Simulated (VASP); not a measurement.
Output of a VASP run:

File OSZICAR:
```
       N       E                     dE             d eps       ncg     rms          rms(c)
DAV:   1    -0.766372531258E+01   -0.76637E+01   -0.14471E-01   412   0.442E+00    0.111E+00
DAV:   2    -0.766627977022E+01   -0.25545E-02   -0.70254E-03   484   0.687E-01    0.680E-01
DAV:   3    -0.766597316685E+01    0.30660E-03   -0.69387E-04   528   0.233E-01    0.387E-01
DAV:   4    -0.766586863163E+01    0.10454E-03   -0.16886E-04   472   0.113E-01    0.218E-01
DAV:   5    -0.766584788168E+01    0.20750E-04   -0.48240E-05   496   0.550E-02    0.125E-01
DAV:   6    -0.766584261264E+01    0.52690E-05   -0.96642E-06   524   0.260E-02    0.730E-02
DAV:   7    -0.766584111352E+01    0.14991E-05   -0.26667E-06   468   0.154E-02    0.428E-02
DAV:   8    -0.766584092185E+01    0.19168E-06   -0.94177E-07   348   0.977E-03
   1 F= -.76658409E+01 E0= -.76658409E+01  d E =-.168451E-19
```

**OUTCAR**
```
------------------------ aborting loop because EDIFF is reached ----------------------------------------
  FORCE on cell =-STRESS in cart. coord.  units (eV):
  Direction    XX          YY          ZZ          XY          YZ          ZX
  --------------------------------------------------------------------------------------
  Total       -0.2908105     -0.2908105     -0.2908105      0.0000000      0.0000000      0.0000000
  in kB       -6.0020031     -6.0020031     -6.0020031      0.0000000      0.0000000      0.0000000
  external PRESSURE =      -6.0020031 kB  Pullay stress =       0.0000000 kB
  volume of cell :       77.63
      direct lattice vectors                 reciprocal lattice vectors
     0.000000000  3.385827266  3.385827266    -0.147674397  0.147674397  0.147674397
     3.385827266  0.000000000  3.385827266     0.147674397 -0.147674397  0.147674397
     3.385827266  3.385827266  0.000000000     0.147674397  0.147674397 -0.147674397
  FREE ENERGIE OF THE ION-ELECTRON SYSTEM (eV)
  ---------------------------------------------------
  free  energy   TOTEN  =        -7.6658409218 eV

  energy  without entropy=       -7.6658409218  energy(sigma->0) =       -7.66584092

  exchange ACFDT corr.  =         0.00000000  see jH, gK, PRB 81, 115126
```
(Selected blocks of OUTCAR.)

POSCAR:
```
KBr
1
    0.0000000000     3.3858272661     3.3858272661
    3.3858272661     0.0000000000     3.3858272661
    3.3858272661     3.3858272661     0.0000000000
K Br
1 1
Direct
  0.0000000000   0.0000000000   0.0000000000
  0.5000000000   0.5000000000   0.5000000000
```

Reconstruct the remaining input files.

This is not unique; one that fits is the input of the run itself, PBE0 hybrid, plane waves, VASP's PBE PAW potentials (set 64).

### KPOINTS
```
Automatic mesh
0
Gamma
6 6 6
0 0 0
```

**INCAR**
```
! general
SYSTEM  =KBr
PREC    =Accurate
ENCUT   =520
LREAL   =F   ! projection in real space or not
LASPH   =T   ! aspherical one-centre terms
ISYM    =3

! electronic loop
EDIFF   =1E-6
NELM    =60   ! most electronic steps
ALGO    =Normal   ! blocked Davidson
LMAXMIX =4   ! l cut-off of mixed one-centre charges

! smearing
ISMEAR  =0   ! Gaussian
SIGMA   =0.05   ! width (eV)

! functional
GGA     =PE   ! PBE
LHFCALC =T
AEXX    =0.25
HFRCUT  =-1
PRECFOCK=Fast

! ions
ISIF    =2   ! forces and stress, cell fixed

! output
LWAVE   =F
LCHARG  =F
```

POTCAR, in this order: K_sv Br (PBE.64 set). Program: vasp_std. Read from the step before: WAVECAR.

The compound is KBr in the rock salt structure. This cell is one point of a volume scan, at 1.03 of the reference volume. The cell's shape comes from a PBE relaxation.
